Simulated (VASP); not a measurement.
# MgCd2Te3 (P3m1) in VASP: relaxation of cell and atoms with PBE

Aim: the relaxation of cell and atoms of MgCd2Te3 with PBE.

Program: VASP 6.6.1. These are calculated values, not measurements. Logs are shortened: lines on timing, memory, paths and dates and some standing lists are left out, and cuts for length are marked.

### Step 1. Starting point

It takes space group P3m1 (No. 156, trigonal). Conventional cell: a = 4.575 Å, b = 4.575 Å, c = 11.210 Å, α = 90.00°, β = 90.00°, γ = 120.00°. Around Mg (site symmetry 3m) lie 4 Te at 2.80 Å. Cd (site symmetry 3m) has 4 Te at 2.80 Å as nearest neighbours. Cd (site symmetry 3m) has 4 Te at 2.80 Å as nearest neighbours. Te (site symmetry 3m) has 3 Cd at 2.80 Å and 1 Mg at 2.80 Å as nearest neighbours. Te (site symmetry 3m) is surrounded by 3 Mg at 2.80 Å and 1 Cd at 2.80 Å. Te (site symmetry 3m) has 4 Cd at 2.80 Å as nearest neighbours.

The cell was built by a generator and needn't be a form met in nature.

### Step 2. Relaxation of cell and atoms, PBE

INCAR reads:

```
SYSTEM = MgCd2Te3
PREC = Normal
ENCUT = 520
EDIFF = 1E-4
ISMEAR = 0
SIGMA = 0.15
LREAL = .False.
LASPH = .True.
NELM = 60
ALGO = Fast
ISIF = 3
LWAVE = .False.
LCHARG = .False.
GGA = PE
IBRION = 2
NSW = 24
EDIFFG = -0.08
```

KPOINTS reads:

```
Automatic mesh
0
Gamma
  4 4 2
  0 0 0
```

POSCAR reads:

```
MgCd2Te3
1.0
    4.5750000000      0.0000000000      0.0000000000
   -2.2875000000      3.9620662200      0.0000000000
    0.0000000000      0.0000000000     11.2100000000
Mg Cd Te
1 2 3
Direct
    0.0000000000      0.0000000000      0.2500000000
    0.6666666700      0.3333333300      0.9167000000
    0.3333333300      0.6666666700      0.5833000000
    0.0000000000      0.0000000000      0.0000000000
    0.3333333300      0.6666666700      0.3333000000
    0.6666666700      0.3333333300      0.6667000000
```

Potentials or basis: VASP PAW PBE potentials, release 64 (Mg, Cd, Te).

On the command line:

```sh
$ cat potpaw_PBE.64/Mg/POTCAR potpaw_PBE.64/Cd/POTCAR potpaw_PBE.64/Te/POTCAR > POTCAR
$ mpirun -np 1 vasp_std > vasp.out
```

OUTCAR:

```text
SYSTEM = MgCd2Te3
   PREC = Normal
   ENCUT = 520
   EDIFF = 1E-4
   ISMEAR = 0
   LREAL = .False.
   LASPH = .True.
   NELM = 60
   ISIF = 3
   GGA = PE
   IBRION = 2
   NSW = 24
   EDIFFG = -0.08

 ion  position               nearest neighbor table
   1  0.000  0.000  0.250-   5 2.80   5 2.80   5 2.80   4 2.80
   2  0.667  0.333  0.917-   4 2.80   4 2.80   4 2.80   6 2.80
   3  0.333  0.667  0.583-   6 2.80   6 2.80   6 2.80   5 2.80
   4  0.000  0.000  0.000-   2 2.80   2 2.80   2 2.80   1 2.80
   5  0.333  0.667  0.333-   1 2.80   1 2.80   1 2.80   3 2.80
   6  0.667  0.333  0.667-   3 2.80   3 2.80   3 2.80   2 2.80

  LATTYP: Found a hexagonal cell.
 ALAT       =     4.5750000000
 C/A-ratio  =     2.4502732240

  Lattice vectors:

 A1 = (   4.5750000000,   0.0000000000,   0.0000000000)
 A2 = (  -2.2875000000,   3.9620662200,   0.0000000000)
 A3 = (   0.0000000000,   0.0000000000,  11.2100000000)

Analysis of symmetry for initial positions (statically):
=====================================================================
 Subroutine PRICEL returns:
 Original cell was already a primitive cell.

 Routine SETGRP: Setting up the symmetry group for a
 hexagonal supercell.

 Subroutine GETGRP returns: Found  6 space group operations
 (whereof  6 operations were pure point group operations)
 out of a pool of 24 trial point group operations.

The static configuration has the point symmetry C_3v.

Analysis of symmetry for dynamics (positions and initial velocities):
=====================================================================
 Subroutine PRICEL returns:
 Original cell was already a primitive cell.

 Routine SETGRP: Setting up the symmetry group for a
 hexagonal supercell.

 Subroutine GETGRP returns: Found  6 space group operations
 (whereof  6 operations were pure point group operations)
 out of a pool of 24 trial point group operations.

The dynamic configuration has the point symmetry C_3v.

 Subroutine INISYM returns: Found  6 space group operations
 (whereof  6 operations are pure point group operations),
 and found     1 'primitive' translations

----------------------------------------------------------------------------------------

                                     Primitive cell

  volume of cell :     203.1975

  direct lattice vectors                    reciprocal lattice vectors
     4.575000000  0.000000000  0.000000000     0.218579235  0.126196780  0.000000000
[... 68 lines left out ...]
   PREC   = normal    normal or accurate (medium, high low for compatibility)
   ISTART =      0    job   : 0-new  1-cont  2-samecut
   ICHARG =      2    charge: 1-file 2-atom 10-const
   ISPIN  =      1    spin polarized calculation?
   LNONCOLLINEAR =      F non collinear calculations
   LSORBIT =      F    spin-orbit coupling
   LASPH  =      T    aspherical Exc in radial PAW
   ENCUT  =  520.0 eV  38.22 Ry    6.18 a.u.   8.51  8.51 20.84*2*pi/ulx,y,z
   NELM   =     60;   NELMIN=  2; NELMDL= -5     # of ELM steps
   EDIFF  = 0.1E-03   stopping-criterion for ELM
   LREAL  =      F    real-space projection
   EDIFFG = -.8E-01   stopping-criterion for IOM
   NSW    =     24    number of steps for IOM
   IBRION =      2    ionic relax: 0-MD 1-quasi-New 2-CG
   NFREE  =      1    steps in history (QN), initial steepest desc. (CG)
   ISIF   =      3    stress and relaxation
   ISYM   =      2    0-nonsym 1-usesym 2-fastsym
   POTIM  = 0.5000    time-step for ionic-motion
   TEBEG  =    0.0;   TEEND  =   0.0 temperature during run
   PSTRESS=    0.0 pullay stress
   NELECT =      44.0000    total number of electrons
   NUPDOWN=      -1.0000    fix difference up-down
   EMIN   =  10.00;   EMAX   =-10.00  energy-range for DOS
   EFERMI =   0.00;   METHOD = LEGACY
   ISMEAR =     0;   SIGMA  =   0.15  broadening in eV -4-tet -1-fermi 0-gaus
   EFERMI_NEDOS =   21; number of points for ismear=-14 and -15
   IALGO  =     68    algorithm
   IMIX   =      4    mixing-type and parameters
     AMIX     =   0.40;   BMIX     =  1.00
     AMIX_MAG =   1.60;   BMIX_MAG =  1.00
  volume/ion in A,a.u.               =      33.87       228.54
  Fermi-wavevector in a.u.,A,eV,Ry     =   0.983074  1.857741 13.149141  0.966435
  Thomas-Fermi vector in A             =   2.114205
   LORBIT       =      0    0 simple, 1 ext, 2 COOP (PROOUT), +10 PAW based schemes
   GGA     = PE    functional components
   LHFCALC =     F    Hartree Fock is set to
   AEXX    =    0.0000 exact exchange contribution
   IVDW    =     0    specifies the selected vdW correction
   LEPSILON=     F    determine dielectric tensor
   LRPA    =     F    only Hartree local field effects (RPA)
 conjugate gradient relaxation of ions
 non-spin polarized calculation
 RMM-DIIS sequential band-by-band and
 Gauss-broadening in eV      SIGMA  =   0.15
  energy-cutoff  :      520.00
  volume of cell :      203.20
 maximum number of plane-waves:      5543
   NGX = 17   NGY = 17   NGZ = 41

--------------------------------------- Ionic step        1  -------------------------------------------

 number of electron      43.9999976 magnetization

 Free energy of the ion-electron system (eV)
  ---------------------------------------------------
  ext. energy  EPLUGINS =         0.00000000
  ---------------------------------------------------
  free energy    TOTEN  =       -15.85621347 eV

  energy without entropy =      -15.85621347  energy(sigma->0) =      -15.85621347

------------------------ aborting loop because EDIFF is reached ----------------------------------------

  FORCE on cell =-STRESS in cart. coord.  units (eV):
  Direction    XX          YY          ZZ          XY          YZ          ZX
  --------------------------------------------------------------------------------------
  -------------------------------------------------------------------------------------
  Total        3.0216634      3.0216634      2.5983026      0.0000000      0.0000000      0.0000000
  in kB       23.8252918     23.8252918     20.4871654      0.0000000      0.0000000      0.0000000
  external PRESSURE =      22.7125830 kB  Pullay stress =       0.0000000 kB
[... 307 lines left out ...]
--------------------------------------- Ionic step        9  -------------------------------------------

 number of electron      44.0000015 magnetization

 Free energy of the ion-electron system (eV)
  ---------------------------------------------------
  ext. energy  EPLUGINS =         0.00000000
  ---------------------------------------------------
  free energy    TOTEN  =       -15.94608445 eV

  energy without entropy =      -15.94608422  energy(sigma->0) =      -15.94608434

 E-fermi :   2.2882     XC(G=0):  -8.1010

 val. band max:        1.7950173561   @ k =   0.0000   0.0000   0.0000
 cond. band min:       2.7646456783   @ k =   0.0000   0.0000   0.0000
 fundamental gap:      0.9696283222
 Fermi energy:         2.2882159306

 k-point     1 :       0.0000    0.0000    0.0000
  band No.  band energies     occupation
      1      -8.8708      2.00000
      2      -8.6156      2.00000
      3      -8.4047      2.00000
      4      -6.1936      2.00000
      5      -6.1936      2.00000
      6      -6.1351      2.00000
[... 254 lines left out ...]
  FREE ENERGIE OF THE ION-ELECTRON SYSTEM (eV)
  ---------------------------------------------------
  free  energy   TOTEN  =       -15.9460844473 eV

  energy  without entropy=      -15.9460842231  energy(sigma->0) =      -15.94608434

 reached required accuracy - stopping structural energy minimisation
```

OSZICAR:

```text
N       E                     dE             d eps       ncg     rms          rms(c)
DAV:   1     0.250646857609E+03    0.25065E+03   -0.18209E+04   416   0.141E+03
DAV:   2    -0.322630893691E+01   -0.25387E+03   -0.25080E+03   520   0.301E+02
DAV:   3    -0.163761155548E+02   -0.13150E+02   -0.13118E+02   478   0.699E+01
[... 58 lines left out ...]
DAV:   1    -0.159479368967E+02   -0.53051E-02   -0.93803E-01   428   0.556E+00    0.517E-01
RMM:   2    -0.159467630346E+02    0.11739E-02   -0.30468E-02   416   0.100E+00    0.164E-01
RMM:   3    -0.159462544909E+02    0.50854E-03   -0.42630E-03   416   0.344E-01    0.118E-01
RMM:   4    -0.159460783550E+02    0.17614E-03   -0.11234E-03   347   0.161E-01    0.546E-02
RMM:   5    -0.159460844473E+02   -0.60923E-05   -0.21658E-04   263   0.771E-02
   9 F= -.15946084E+02 E0= -.15946084E+02  d E =-.594600E-02
```

Run time: 97 s. Hardware: 1 thread of Intel Xeon Platinum 8559C (Emerald Rapids), shared host; peak memory 0.25 GiB.

What came out:

```
Free energy                            : -15.9461 eV
Relaxed volume                         : 35.88 Å³/atom
Relaxed cell                           : a = 4.676 Å, b = 4.676 Å, c = 11.372 Å, α = 90.00°, β = 90.00°, γ = 120.00°
Space group after relaxing (to 0.05 Å) : P3m1 (No. 156)
Energy gained by relaxing              : 15.0 meV/atom
Ionic steps                            : 9
Pressure after relaxing                : -0.1 GPa
Largest force after relaxing           : 0.078 eV/Å
Band gap on the k mesh                 : 0.97 eV, direct
```

Forces in eV/Å, atoms in the order of the input:
```
Mg   0.000  0.000  0.052
Cd   0.000  0.000  0.078
Cd   0.000  0.000 -0.068
Te   0.000  0.000 -0.021
Te   0.000  0.000 -0.007
Te   0.000  0.000 -0.034
```

The path:
| step | energy change (eV) | largest force (eV/Å) | pressure (GPa) | volume (Å³) |
| --- | --- | --- | --- | --- |
| 1 | 0.0000 | 0.3015 | 2.27 | 203.20 |
| 2 | -0.0813 | 0.1504 | -0.55 | 217.64 |
| 3 | -0.0841 | 0.1762 | 0.00 | 214.92 |
| 4 | -0.0842 | 0.1735 | 0.00 | 215.20 |
| 5 | -0.0835 | 0.1621 | -0.35 | 216.42 |
| 6 | -0.0841 | 0.1715 | 0.02 | 215.44 |
| 7 | -0.0839 | 0.1674 | -0.06 | 215.93 |
| 8 | -0.0864 | 0.1268 | -0.17 | 215.77 |
| 9 | -0.0899 | 0.0783 | -0.08 | 215.30 |

Final structure:
```xyz
6
Lattice="4.6757 0.0000 0.0000 -2.3378 4.0492 0.0000 0.0000 0.0000 11.3716" Properties=species:S:1:pos:R:3 pbc="T T T"
Mg    0.0000    0.0000    2.8533
Cd    2.3378    1.3497   10.4261
Cd    0.0000    2.6995    6.6261
Te    0.0000    0.0000    0.0397
Te    0.0000    2.6995    3.7446
Te    2.3378    1.3497    7.5820
```

Caveat: spin-orbit coupling is left out, which moves the levels of the heavy elements; the relaxation stopped at a loose force limit of 0.08 eV/Å, so its end isn't a converged minimum.
